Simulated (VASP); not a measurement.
**Initial- and final-state core-level shifts of Re3Pt2**

Aim: how the core levels of Re3Pt2 differ from atom to atom, with and without the screening of the hole.

Main program and level: VASP 6.6.1; PBEsol; plane waves and PAW (Pt, Re), in the first sound run; inputs show where later runs differ.

Most raw output is cut from this account.

## 1. The starting structure

The cell holds 20 atoms: 8 Pt and 12 Re. Its edges and angles: a = 5.540 Å, b = 5.540 Å, c = 22.960 Å, α = 90.0°, β = 90.0°, γ = 60.0°. It derives from Re. Overlayer: added Pt, how one layer, both faces. Regions: layer 1, 4 atoms (4 Pt); layer 2, 4 atoms (4 Re); layer 3, 4 atoms (4 Re); other layers, 8 atoms (4 Re and 4 Pt). Vacuum lies along c.

## 2. Relaxation

The free atoms are relaxed first inside the given cell, which is kept (ISIF = 0), since core levels depend on the positions.

Contents of INCAR:

```
SYSTEM = Re3Pt2
PREC = Normal
ENCUT = 330
EDIFF = 1E-05
NELM = 100
ISMEAR = 0
SIGMA = 0.1
LREAL = Auto
ALGO = Fast
GGA = PS
NBANDS = 102
LASPH = .TRUE.
LWAVE = .FALSE.
LCHARG = .FALSE.
KPAR = 2
NCORE = 4
IBRION = 2
NSW = 50
ISIF = 0
EDIFFG = -0.05
```

Contents of POSCAR:

```
Re3Pt2
1.0
    5.5400000000      0.0000000000      0.0000000000
    2.7700000000      4.7977807370      0.0000000000
    0.0000000000      0.0000000000     22.9600000000
Pt Re
8 12
Selective dynamics
Direct
    0.0000000000      0.0000000000      0.6951219510  T T T
    0.5000000000      0.0000000000      0.6951219510  T T T
    0.0000000000      0.5000000000      0.6951219510  T T T
    0.5000000000      0.5000000000      0.6951219510  T T T
    0.0000000000      0.0000000000      0.3048780490  T T T
    0.5000000000      0.0000000000      0.3048780490  T T T
    0.0000000000      0.5000000000      0.3048780490  T T T
    0.5000000000      0.5000000000      0.3048780490  T T T
    0.8333333330      0.3333333330      0.5975609760  T T T
    0.3333333330      0.3333333330      0.5975609760  T T T
    0.8333333330      0.8333333330      0.5975609760  T T T
    0.3333333330      0.8333333330      0.5975609760  T T T
    0.0000000000      0.0000000000      0.5000000000  F F F
    0.5000000000      0.0000000000      0.5000000000  F F F
    0.0000000000      0.5000000000      0.5000000000  F F F
    0.5000000000      0.5000000000      0.5000000000  F F F
    0.8333333330      0.3333333330      0.4024390240  T T T
    0.3333333330      0.3333333330      0.4024390240  T T T
    0.8333333330      0.8333333330      0.4024390240  T T T
    0.3333333330      0.8333333330      0.4024390240  T T T
```

Contents of KPOINTS:

```
Automatic mesh
0
Gamma
4 4 1
0 0 0
```

Potentials, in the order of the species: Pt and Re (PBE family, release 64).

On the command line:

```console
mpirun -np 8 vasp_std
```

Run time: 1.7 min. Hardware: 8 MPI ranks of Intel Xeon 6975P-C (Granite Rapids), shared host; peak memory 1.5 GiB.

The PAW data sets were made with PBE, which is usual practice but a small mismatch for other functionals. The data set Re keeps the semicore shell frozen, which is cheaper and a little less accurate. The run keeps the 12 symmetry operations of its start, so it cannot find a distortion of lower symmetry.

Relaxation path:

```
step  energy less that of the first step (eV)  largest force (eV/Å)
   1                                   0.0000                0.6079
   2                                  -0.1426                0.4218
   3                                  -0.3432                0.2602
   4                                  -0.3428                0.2720
   5                                  -0.3438                0.2746
   6                                  -0.3460                0.2504
   7                                  -0.3572                0.0036
```

The atoms that moved most (Å):

```
atom     dx     dy      dz  length
 Pt5  0.000  0.000   0.119   0.119
 Pt6  0.000  0.000   0.119   0.119
 Pt7  0.000  0.000   0.119   0.119
 Pt8  0.000  0.000   0.119   0.119
 Pt1  0.000  0.000  -0.119   0.119
 Pt2  0.000  0.000  -0.119   0.119
 Pt3  0.000  0.000  -0.119   0.119
 Pt4  0.000  0.000  -0.119   0.119
```

Final coordinates:

```cif
data_structure
_symmetry_space_group_name_H-M 'P 1'
_symmetry_Int_Tables_number 1
_cell_length_a 5.5400
_cell_length_b 5.5400
_cell_length_c 22.9600
_cell_angle_alpha 90.000
_cell_angle_beta 90.000
_cell_angle_gamma 60.000
_cell_volume 610.27
loop_
_atom_site_label
_atom_site_type_symbol
_atom_site_fract_x
_atom_site_fract_y
_atom_site_fract_z
_atom_site_occupancy
Pt1 Pt 0.00000 0.00000 0.68992 1
Pt2 Pt 0.50000 0.00000 0.68992 1
Pt3 Pt 0.00000 0.50000 0.68992 1
Pt4 Pt 0.50000 0.50000 0.68992 1
Pt5 Pt 0.00000 0.00000 0.31008 1
Pt6 Pt 0.50000 0.00000 0.31008 1
Pt7 Pt 0.00000 0.50000 0.31008 1
Pt8 Pt 0.50000 0.50000 0.31008 1
Re9 Re 0.83333 0.33333 0.59501 1
Re10 Re 0.33333 0.33333 0.59501 1
Re11 Re 0.83333 0.83333 0.59501 1
Re12 Re 0.33333 0.83333 0.59501 1
Re13 Re 0.00000 0.00000 0.50000 1
Re14 Re 0.50000 0.00000 0.50000 1
Re15 Re 0.00000 0.50000 0.50000 1
Re16 Re 0.50000 0.50000 0.50000 1
Re17 Re 0.83333 0.33333 0.40499 1
Re18 Re 0.33333 0.33333 0.40499 1
Re19 Re 0.83333 0.83333 0.40499 1
Re20 Re 0.33333 0.83333 0.40499 1
```

This step gave:

| Property | Result |
| --- | --- |
| free energy (TOTEN) | -212.0225 eV |
| energy at zero smearing | -211.9486 eV |
| Fermi energy | 1.737 eV |

The forces on the free atoms are under 0.05 eV/Å.

## 3. Initial state

The cell without a hole gives, with ICORELEVEL = 1, the Kohn-Sham core levels of the initial state.

Contents of INCAR:

```
SYSTEM = Re3Pt2
PREC = Normal
ENCUT = 330
EDIFF = 1E-05
NELM = 120
ISMEAR = 0
SIGMA = 0.1
LREAL = Auto
ALGO = Fast
GGA = PS
NBANDS = 102
LASPH = .TRUE.
LORBIT = 11
LWAVE = .FALSE.
LCHARG = .FALSE.
KPAR = 2
NCORE = 4
ICORELEVEL = 1
ISIF = 0
LVHAR = .TRUE.
```

Contents of POSCAR:

```
Re3Pt2
1.0
    5.5400000000      0.0000000000      0.0000000000
    2.7700000000      4.7977807370      0.0000000000
    0.0000000000      0.0000000000     22.9600000000
Pt Re
8 12
Direct
    0.0000000000      0.0000000000      0.6899240454
    0.5000000000      0.0000000000      0.6899240454
    0.0000000000      0.5000000000      0.6899240454
    0.5000000000      0.5000000000      0.6899240454
    0.0000000000      0.0000000000      0.3100759546
    0.5000000000      0.0000000000      0.3100759546
    0.0000000000      0.5000000000      0.3100759546
    0.5000000000      0.5000000000      0.3100759546
    0.8333333330      0.3333333330      0.5950050472
    0.3333333330      0.3333333330      0.5950050472
    0.8333333330      0.8333333330      0.5950050472
    0.3333333330      0.8333333330      0.5950050472
    0.0000000000      0.0000000000      0.5000000000
    0.5000000000      0.0000000000      0.5000000000
    0.0000000000      0.5000000000      0.5000000000
    0.5000000000      0.5000000000      0.5000000000
    0.8333333330      0.3333333330      0.4049949528
    0.3333333330      0.3333333330      0.4049949528
    0.8333333330      0.8333333330      0.4049949528
    0.3333333330      0.8333333330      0.4049949528
```

KPOINTS is that of step 2.

On the command line:

```console
mpirun -np 8 vasp_std
```

Run time: 27 s. Hardware: 8 MPI ranks; peak memory 1.5 GiB; 3.5 min of CPU time.

These are scalar-relativistic Kohn-Sham levels of the ground state, with no core hole, so they are not binding energies.

Numbers from this step:

- free energy (TOTEN): -212.0224 eV
- Fermi energy: 1.736 eV

The two shallowest core shells; atoms whose shallowest level rounds to another's at 0.01 eV are left out. Core levels, by row:

```csv
atom,shell,level below the Fermi level (eV)
Pt1,4f,67.28
Pt1,5p,52.8
Re9,5p,41.94
Re9,4f,37.41
Re13,5p,41.57
Re13,4f,36.95
```

## 4. Core hole, atom Pt4

This step: final-state core hole with the electron kept at the Fermi level, PBEsol; plane waves and PAW (Pt, Pt, Re) (VASP 6.6.1).

A core electron of Pt4 (4f) is moved to the Fermi level; this atom comes first in POSCAR as a species of its own.

INCAR, as its differences from that of step 3:

```diff
@@ -12,3 +12,2 @@
 LASPH = .TRUE.
-LORBIT = 11
 LWAVE = .FALSE.
@@ -17,4 +16,7 @@
 NCORE = 4
-ICORELEVEL = 1
+ICORELEVEL = 2
+CLNT = 1
+CLN = 4
+CLL = 3
+CLZ = 1
 ISIF = 0
-LVHAR = .TRUE.
```

POSCAR, as its differences from that of step 3:

```diff
@@ -5,5 +5,6 @@
     0.0000000000      0.0000000000     22.9600000000
-Pt Re
-8 12
+Pt Pt Re
+1 7 12
 Direct
+    0.5000000000      0.5000000000      0.6899240454
     0.0000000000      0.0000000000      0.6899240454
@@ -11,3 +12,2 @@
     0.0000000000      0.5000000000      0.6899240454
-    0.5000000000      0.5000000000      0.6899240454
     0.0000000000      0.0000000000      0.3100759546
```

KPOINTS is that of step 3.

PAW data sets: Pt, Pt and Re (PBE family, release 64).

On the command line:

```console
mpirun -np 8 vasp_std
```

It took 36 s on 8 MPI ranks; peak memory 1.5 GiB.

This run has no spin polarisation.

This step gave:

```
free energy (TOTEN)     : -331.9421 eV
energy at zero smearing : -331.8765 eV
Fermi energy            : 1.754 eV
```

This is the reference for holes on Pt.

## 5. Core hole, atom Pt3

The same hole on the next atom.

INCAR is that of step 4.

POSCAR, as its differences from that of step 4:

```diff
@@ -8,6 +8,6 @@
 Direct
-    0.5000000000      0.5000000000      0.6899240454
+    0.0000000000      0.5000000000      0.6899240454
     0.0000000000      0.0000000000      0.6899240454
     0.5000000000      0.0000000000      0.6899240454
-    0.0000000000      0.5000000000      0.6899240454
+    0.5000000000      0.5000000000      0.6899240454
     0.0000000000      0.0000000000      0.3100759546
```

KPOINTS is that of step 4.

On the command line:

```console
mpirun -np 8 vasp_std
```

Run time: 35 s. Hardware: 8 MPI ranks; peak memory 1.5 GiB; 4.5 min of CPU time.

Against the hole on Pt4 the energy differs by +0.00 eV.

## 6. Core hole, atom Re9

This step: final-state core hole with the electron kept at the Fermi level, PBEsol; plane waves and PAW (Re, Pt, Re) (VASP 6.6.1).

System of this step: Re3Pt2. The cell holds 20 atoms: 12 Re and 8 Pt. Its edges and angles: a = 5.540 Å, b = 5.540 Å, c = 22.960 Å, α = 90.0°, β = 90.0°, γ = 60.0°. It derives from Re. Overlayer: added Pt, how one layer, both faces. Vacuum lies along c.

A core electron of Re9 (4f) is moved to the Fermi level; this atom comes first in POSCAR as a species of its own.

INCAR is that of step 5.

POSCAR, as its differences from that of step 5:

```diff
@@ -5,8 +5,9 @@
     0.0000000000      0.0000000000     22.9600000000
-Pt Pt Re
-1 7 12
+Re Pt Re
+1 8 11
 Direct
-    0.0000000000      0.5000000000      0.6899240454
+    0.8333333330      0.3333333330      0.5950050472
     0.0000000000      0.0000000000      0.6899240454
     0.5000000000      0.0000000000      0.6899240454
+    0.0000000000      0.5000000000      0.6899240454
     0.5000000000      0.5000000000      0.6899240454
@@ -16,3 +17,2 @@
     0.5000000000      0.5000000000      0.3100759546
-    0.8333333330      0.3333333330      0.5950050472
     0.3333333330      0.3333333330      0.5950050472
```

KPOINTS is that of step 5.

Potentials, in the order of the species: Re, Pt and Re (PBE family, release 64).

On the command line:

```console
mpirun -np 8 vasp_std
```

The job ended after 36 s (8 MPI ranks; peak memory 1.5 GiB).

The data set Re keeps the semicore shell frozen, which is cheaper and a little less accurate.

This is the reference for holes on Re.

## 7. Core hole, atom Re13

INCAR is that of step 6.

POSCAR, as its differences from that of step 6:

```diff
@@ -8,3 +8,3 @@
 Direct
-    0.8333333330      0.3333333330      0.5950050472
+    0.0000000000      0.0000000000      0.5000000000
     0.0000000000      0.0000000000      0.6899240454
@@ -17,2 +17,3 @@
     0.5000000000      0.5000000000      0.3100759546
+    0.8333333330      0.3333333330      0.5950050472
     0.3333333330      0.3333333330      0.5950050472
@@ -20,3 +21,2 @@
     0.3333333330      0.8333333330      0.5950050472
-    0.0000000000      0.0000000000      0.5000000000
     0.5000000000      0.0000000000      0.5000000000
```

KPOINTS is that of step 6.

On the command line:

```console
mpirun -np 8 vasp_std
```

The job ended after 29 s (8 MPI ranks; peak memory 1.5 GiB; 3.7 min of CPU time).

Against the hole on Re9 the energy differs by -0.36 eV.

## 8. Summary

This step: core-level shifts, PBEsol; plane waves and PAW (VASP 6.6.1).

This step runs nothing: it gathers the runs above.

A positive shift is a higher binding energy. Cost is wall time times ranks on a shared host. Core-level shifts:

```csv
atom,region,shell,Kohn-Sham level below the Fermi level (eV),initial-state shift (eV),final-state shift (eV),shifts are from,cost (core minutes)
Pt4,layer 1,4f,67.28,0,0,Pt4,4.8
Pt3,layer 1,4f,67.28,0,-4.35e-5,Pt4,4.67
Re9,layer 2,4f,37.41,0,0,Re9,4.8
Re13,layer 3,4f,36.95,-0.4586,-0.3621,Re9,3.87
```

## 9. What came out

* Re13 4f (layer 3), from Re9: initial state -0.46 eV, final state -0.36 eV

**Reading.** Against Re9, Re13 is shifted by -0.46 eV in the initial state and by -0.36 eV with the hole (energies extrapolated to zero smearing). Pt3 has the level of the reference atom in both states, as equivalent sites do. Only these atoms were given a hole, so other sites aren't ranked. The difference of the two pictures holds the screening of the hole, but also the cell's limits: holes repeat 5.5 Å apart, and the electron from the core stays in the cell, where it moves the Fermi energy by -0.03 to +0.02 eV, less than the shifts themselves. Cell size, mesh and smearing weren't varied between the hole runs, and no dipole correction was applied to the slab. The other core electrons are frozen, spin-orbit splitting and multiplets are absent, and only shifts between atoms of one element are meaningful. Not tabulated here, as repeats of values shown or as unfit to read for their mesh, reference level or band range: core levels (core hole).

[Lines on the potential files, build, host, timing and source positions are cut from VASP's logs without a mark.]

[Logs are printed without paths, hosts, clocks, repeated set-up lines and the standing remarks that a program may print on its own settings, such as how far it seeks lower states.]

[Hosts, paths, dates, database ids (printed as entryN), source tags and the programs' standing remarks are cut or masked in the printed files.]
